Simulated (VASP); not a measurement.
# C (Fd-3m) in VASP: a series of runs

The runs below take C through G0W0 quasiparticle levels, with PBE, LDA.

All numbers are computed with VASP 6.6.1; they aren't measurements. Logs are shortened: lines on timing, memory, paths and dates and some standing lists are left out, and cuts for length are marked.

### 1 The crystal as given

Symmetry: Fd-3m, No. 227, cubic system. Conventional cell: a = 3.567 Å, b = 3.567 Å, c = 3.567 Å, α = 90.00°, β = 90.00°, γ = 90.00°. C (site symmetry -43m) has 4 C at 1.54 Å as nearest neighbours.

This isn't the form of C at room conditions, which is graphite.

### 2 G0W0 quasiparticle levels, PBE

Input file POSCAR:

```
C
1.0
    0.0000000000      1.7833700000      1.7833700000
    1.7833700000      0.0000000000      1.7833700000
    1.7833700000      1.7833700000      0.0000000000
C
2
Direct
    0.7500000000      0.7500000000      0.7500000000
    0.5000000000      0.5000000000      0.5000000000
```

Input file INCAR.step1:

```
ALGO = Normal
EDIFF = 1E-8
ENCUT = 450
GGA = PE
ISMEAR = 0
LASPH = True
LCHARG = False
LREAL = False
LWAVE = True
NELM = 60
PREC = Accurate
SIGMA = 0.01
```

Input file INCAR.step2:

```
ALGO = Exact
EDIFF = 1E-8
ENCUT = 450
GGA = PE
ISMEAR = 0
ISTART = 1
LASPH = True
LCHARG = False
LOPTICS = True
LREAL = False
LWAVE = True
NBANDS = 37
NELM = 1
PREC = Accurate
SIGMA = 0.01
```

Input file INCAR.step3:

```
ALGO = EVGW0
EDIFF = 1E-8
ENCUT = 450
ENCUTGW = 120
GGA = PE
ISMEAR = 0
ISTART = 1
LASPH = True
LCHARG = False
LREAL = False
LWAVE = False
NBANDS = 37
NBANDSGW = 12
NELMGW = 1
NOMEGA = 50
PREC = Accurate
PRECFOCK = Fast
SIGMA = 0.01
```

Input file KPOINTS:

```
k-points
0
Gamma
  6 6 6
```

Potentials or basis: VASP PAW PBE potentials, release 64 (C_GW).

The run is started by

```console
cat potpaw_PBE.64/C_GW/POTCAR > POTCAR
cp INCAR.step1 INCAR
mpirun -np 1 vasp_std > vasp.out
cp INCAR.step2 INCAR
mpirun -np 1 vasp_std > vasp.out
cp INCAR.step3 INCAR
mpirun -np 1 vasp_std > vasp.out
```

OUTCAR:

```text
EDIFF = 1E-8
   ENCUT = 450
   ENCUTGW = 120
   GGA = PE
   ISMEAR = 0
   ISTART = 1
   LASPH = True
   LREAL = False
   NELMGW = 1
   PREC = Accurate
   PRECFOCK = Fast

 ion  position               nearest neighbor table
   1  0.750  0.750  0.750-   2 1.54   2 1.54   2 1.54   2 1.54
   2  0.500  0.500  0.500-   1 1.54   1 1.54   1 1.54   1 1.54

  LATTYP: Found a face centered cubic cell.
 ALAT       =     3.5667400000

  Lattice vectors:

 A1 = (   0.0000000000,   1.7833700000,   1.7833700000)
 A2 = (   1.7833700000,   0.0000000000,   1.7833700000)
 A3 = (   1.7833700000,   1.7833700000,   0.0000000000)

Analysis of symmetry for initial positions (statically):
=====================================================================
 Subroutine PRICEL returns:
 Original cell was already a primitive cell.

 Routine SETGRP: Setting up the symmetry group for a
 face centered cubic supercell.

 Subroutine GETGRP returns: Found 48 space group operations
 (whereof 24 operations were pure point group operations)
 out of a pool of 48 trial point group operations.

The static configuration has the point symmetry T_d .
 The point group associated with its full space group is O_h .

Analysis of symmetry for dynamics (positions and initial velocities):
=====================================================================
 Subroutine PRICEL returns:
 Original cell was already a primitive cell.

 Routine SETGRP: Setting up the symmetry group for a
 face centered cubic supercell.

 Subroutine GETGRP returns: Found 48 space group operations
 (whereof 24 operations were pure point group operations)
 out of a pool of 48 trial point group operations.

The dynamic configuration has the point symmetry T_d .
 The point group associated with its full space group is O_h .

 Subroutine INISYM returns: Found 48 space group operations
 (whereof 24 operations are pure point group operations),
 and found     1 'primitive' translations

----------------------------------------------------------------------------------------

                                     Primitive cell

  volume of cell :      11.3437

  direct lattice vectors                    reciprocal lattice vectors
     0.000000000  1.783370000  1.783370000    -0.280368067  0.280368067  0.280368067
     1.783370000  0.000000000  1.783370000     0.280368067 -0.280368067  0.280368067
     1.783370000  1.783370000  0.000000000     0.280368067  0.280368067 -0.280368067

  length of vectors
     2.522066041  2.522066041  2.522066041     0.485611737  0.485611737  0.485611737

  position of ions in fractional coordinates (direct lattice)
     0.750000000  0.750000000  0.750000000
     0.500000000  0.500000000  0.500000000

  ion indices of the primitive-cell ions
   primitive index   ion index
                 1           1
                 2           2

----------------------------------------------------------------------------------------

 KPOINTS: k-points

Automatic generation of k-mesh.
 Grid dimensions read from file:
 generate k-points for:    6    6    6

 Generating k-lattice:

  Cartesian coordinates                     Fractional coordinates (reciprocal lattice)
    -0.046728011  0.046728011  0.046728011     0.166666667  0.000000000  0.000000000
     0.046728011 -0.046728011  0.046728011     0.000000000  0.166666667  0.000000000
     0.046728011  0.046728011 -0.046728011     0.000000000  0.000000000  0.166666667

  Length of vectors
     0.080935290  0.080935290  0.080935290

  Shift w.r.t. Gamma in fractional coordinates (k-lattice)
     0.000000000  0.000000000  0.000000000

 Subroutine IBZKPT returns following result:
 ===========================================

 Found     16 irreducible k-points:

 Following reciprocal coordinates:
            Coordinates               Weight
  0.000000  0.000000  0.000000      1.000000
  0.166667  0.000000  0.000000      8.000000
  0.333333  0.000000  0.000000      8.000000
  0.500000  0.000000  0.000000      4.000000
  0.166667  0.166667  0.000000      6.000000
  0.333333  0.166667  0.000000     24.000000
[... 8 lines left out ...]
 -0.333333  0.333333  0.166667     24.000000
 -0.333333  0.500000  0.166667     12.000000
   k-points           NKPTS =     16   k-points in BZ     NKDIM =    216   number of bands    NBANDS=     37
   number of dos      NEDOS =    301   number of ions     NIONS =      2
   total plane-waves  NPLWV =   5832
   dimension x,y,z NGX =    18 NGY =   18 NGZ =   18
   dimension x,y,z NGXF=    36 NGYF=   36 NGZF=   36
   ions per type =               2
   NGX,Y,Z   is equivalent  to a cutoff of  11.86, 11.86, 11.86 a.u.
   NGXF,Y,Z  is equivalent  to a cutoff of  23.73, 23.73, 23.73 a.u.
 SYSTEM =  unknown system
   PREC   = accura    normal or accurate (medium, high low for compatibility)
   ISTART =      1    job   : 0-new  1-cont  2-samecut
   ICHARG =      0    charge: 1-file 2-atom 10-const
   ISPIN  =      1    spin polarized calculation?
   LNONCOLLINEAR =      F non collinear calculations
   LSORBIT =      F    spin-orbit coupling
   LASPH  =      T    aspherical Exc in radial PAW
   ENCUT  =  450.0 eV  33.07 Ry    5.75 a.u.   4.36  4.36  4.36*2*pi/ulx,y,z
   NELM   =     60;   NELMIN=  2; NELMDL=  0     # of ELM steps
   EDIFF  = 0.1E-07   stopping-criterion for ELM
   LREAL  =      F    real-space projection
   EDIFFG = 0.1E-06   stopping-criterion for IOM
   NSW    =      0    number of steps for IOM
   IBRION =     -1    ionic relax: 0-MD 1-quasi-New 2-CG
   NFREE  =      0    steps in history (QN), initial steepest desc. (CG)
   ISIF   =      0    stress and relaxation
   ISYM   =      3    0-nonsym 1-usesym 2-fastsym
   POTIM  = 0.5000    time-step for ionic-motion
   TEBEG  =    0.0;   TEEND  =   0.0 temperature during run
   PSTRESS=    0.0 pullay stress
   NELECT =       8.0000    total number of electrons
   NUPDOWN=      -1.0000    fix difference up-down
   EMIN   =  10.00;   EMAX   =-10.00  energy-range for DOS
   EFERMI =   0.00;   METHOD = LEGACY
   ISMEAR =     0;   SIGMA  =   0.01  broadening in eV -4-tet -1-fermi 0-gaus
   EFERMI_NEDOS =   21; number of points for ismear=-14 and -15
   IALGO  =     38    algorithm
   IMIX   =      4    mixing-type and parameters
     AMIX     =   0.40;   BMIX     =  1.00
     AMIX_MAG =   1.60;   BMIX_MAG =  1.00
  volume/ion in A,a.u.               =       5.67        38.28
  Fermi-wavevector in a.u.,A,eV,Ry     =   1.457203  2.753714 28.891161  2.123440
  Thomas-Fermi vector in A             =   2.574032
   LORBIT       =      0    0 simple, 1 ext, 2 COOP (PROOUT), +10 PAW based schemes
   GGA     = PE    functional components
   LHFCALC =     T    Hartree Fock is set to
   PRECFOCK=fast      Normal, Fast or Accurate (Low or Medium for compatibility)
   ENCUT4O =  -1.0   cutoff for four orbital integrals eV
   NKREDX  =     1    reduce k-point grid by
   NKREDY  =     1    reduce k-point grid by
   NKREDZ  =     1    reduce k-point grid by
   AEXX    =    1.0000 exact exchange contribution
   HFSCREEN=    0.0000 screening length (either q_TF or 0.3 A-1)
   HFSCREENC=   0.0000 screening length for correlation (either q_TF or 0.3 A-1)
   ENCUTFOCK=  -1.0 apply spherical cutoff to Coloumb kernel
   IVDW    =     0    specifies the selected vdW correction
   LEPSILON=     F    determine dielectric tensor
   LRPA    =     F    only Hartree local field effects (RPA)
   LRPAFORCE           =     F    calculate RPA forces
   ENCUTGW             = 120.0    cutoff for response function in eV
   ENCUTGWSOFT         =  96.0    soft cutoff for Coulomb kernel in GW response function in eV
   ENCUTLF             =  -1.0    cutoff for local field effects
   NELMGW              =     1    number of iterations in solving QP/BSE equation
   NELMHF              =     1    number of iterations in the inner HF iteration
   NKREDLFX            =     1    NKREDLFY  =   1   NKREDLFZ  =   1
 non-spin polarized calculation
 Gauss-broadening in eV      SIGMA  =   0.01
  energy-cutoff  :      450.00
  volume of cell :       11.34
 maximum number of plane-waves:       259
 NGX is ok and might be reduce to    18
  NGX = 12; NGY = 12; NGZ = 12
   NGX =  9   NGY =  9   NGZ =  9
 maximum number of plane-waves:        40
 NGX is ok and might be reduce to    10

 QP shifts <psi_nk| G(iteration)W_0 |psi_nk>: iteration 1
 for sc-GW calculations column KS-energies equals QP-energies in previous step
 and V_xc(KS)=  KS-energies - (<T + V_ion + V_H > + <T+V_H+V_ion>^1  + <V_x>^1)

 k-point   1 :       0.0000    0.0000    0.0000
  band No.  KS-energies  QP-energies   sigma(KS)   V_xc(KS)     V^pw_x(r,r')   Z            occupation Imag(sigma)

      1     -11.7098     -13.1914     -16.7332     -14.7752     -25.4230       0.7567       2.0000       1.4629
      2       9.7648       9.4541     -17.1717     -16.7960     -19.1902       0.8269       2.0000       0.0716
      3       9.7648       9.4541     -17.1717     -16.7960     -19.1902       0.8269       2.0000       0.0716
      4       9.7648       9.4541     -17.1717     -16.7960     -19.1902       0.8269       2.0000       0.0716
      5      15.3571      16.6757     -13.9189     -15.5201      -9.3155       0.8235       0.0000      -0.1047
      6      15.3571      16.6757     -13.9189     -15.5201      -9.3155       0.8235       0.0000      -0.1047
      7      15.3571      16.6757     -13.9189     -15.5201      -9.3155       0.8235       0.0000      -0.1047
      8      23.0843      24.4002     -14.6863     -16.3838      -7.7910       0.7752       0.0000      -0.2440
      9      29.0602      29.5484     -11.2595     -11.8646      -4.3328       0.8070       0.0000      -0.4113
     10      36.3018      37.6229     -12.2875     -13.8796      -5.9010       0.8297       0.0000      -0.5838
     11      36.3018      37.6229     -12.2875     -13.8796      -5.9010       0.8297       0.0000      -0.5838
     12      37.3052      37.8978     -10.7880     -11.5093      -3.2624       0.8216       0.0000      -1.0012

 k-point   2 :       0.1667    0.0000    0.0000
  band No.  KS-energies  QP-energies   sigma(KS)   V_xc(KS)     V^pw_x(r,r')   Z            occupation Imag(sigma)
[... 225 lines left out ...]
      1      -2.4552      -3.6002     -17.2949     -15.7849     -23.3700       0.7582       2.0000       0.4111
      2      -2.4552      -3.6002     -17.2949     -15.7849     -23.3700       0.7582       2.0000       0.4111
      3       1.9591       1.0421     -16.2639     -15.1083     -20.2508       0.7936       2.0000       0.1730
      4       1.9591       1.0421     -16.2639     -15.1083     -20.2508       0.7936       2.0000       0.1730
      5      17.9870      19.0474     -12.9515     -14.2402      -7.6243       0.8229       0.0000      -0.1337
      6      17.9870      19.0474     -12.9515     -14.2402      -7.6243       0.8229       0.0000      -0.1337
      7      24.2758      25.9139     -14.1232     -16.2365      -6.9610       0.7751       0.0000      -0.2876
      8      24.2758      25.9139     -14.1232     -16.2365      -6.9610       0.7751       0.0000      -0.2876
      9      31.4614      32.9166     -13.4019     -15.2592      -5.4866       0.7835       0.0000      -0.6150
     10      31.4614      32.9166     -13.4019     -15.2592      -5.4866       0.7835       0.0000      -0.6150
     11      40.4490      41.6042     -11.9565     -13.3861      -4.2495       0.8080       0.0000      -1.0657
     12      40.4490      41.6042     -11.9565     -13.3861      -4.2495       0.8080       0.0000      -1.0657
```

Run time: 27 s. Hardware: 1 thread of Intel Xeon Platinum 8488C (Sapphire Rapids), shared host; peak memory 0.17 GiB.

What came out:

| Quantity | Value |
| --- | --- |
| Band gap on the k mesh, mean-field level | 4.15 eV, indirect (least direct gap 5.59 eV) |
| Quasiparticle gap | 5.34 eV |
| Least direct quasiparticle gap | 7.22 eV |

Caveat: the k mesh is coarse (spacing up to 0.51 Å⁻¹), so the values aren't converged; bands, screening cutoff and mesh are small and nothing is extrapolated, so the quasiparticle values aren't converged. A k mesh can miss the band edges.

(Continued in part 2 of 2.)
